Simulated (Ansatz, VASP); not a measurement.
# Two plane-wave programs on TaBr

```xyz
2
Lattice="0.0000 2.9114 2.9114 2.9114 0.0000 2.9114 2.9114 2.9114 0.0000" Properties=species:S:1:pos:R:3 pbc="T T T"
Ta    1.4557    1.4557    1.4557
Br    2.9114    2.9114    2.9114
```

The cell was built by a generator and needn't be a form met in nature.

Alike in both runs: task single point; functional PBE; k mesh 16 × 16 × 16; occupations gaussian, width 0.1 eV; no spin polarisation.

|  | VASP | Ansatz |
| --- | --- | --- |
| version | VASP 6.6.1 | Ansatz 0.2.0 |
| potentials or method | VASP PAW PBE potentials, release 64 (Ta_pv, Br) | scalar-relativistic, plane waves, PAW |
| plane-wave cutoff (eV) | 520 | 420 |
| valence electrons in the cell | 18 | 20 |

```tsv
	VASP	Ansatz	Ansatz less VASP
gap on the k mesh at the Fermi level (eV)	none	none	-
pressure (GPa)	0.1	0.0	-0.12
```

A gap of «none» marks a metal or a gap that the smearing closes. With one functional, cell and mesh, what is left measures potentials, basis and numerics. The two sets of potentials don't hold the same shells in valence.

Spin-orbit coupling is left out, which matters for the levels of Ta.
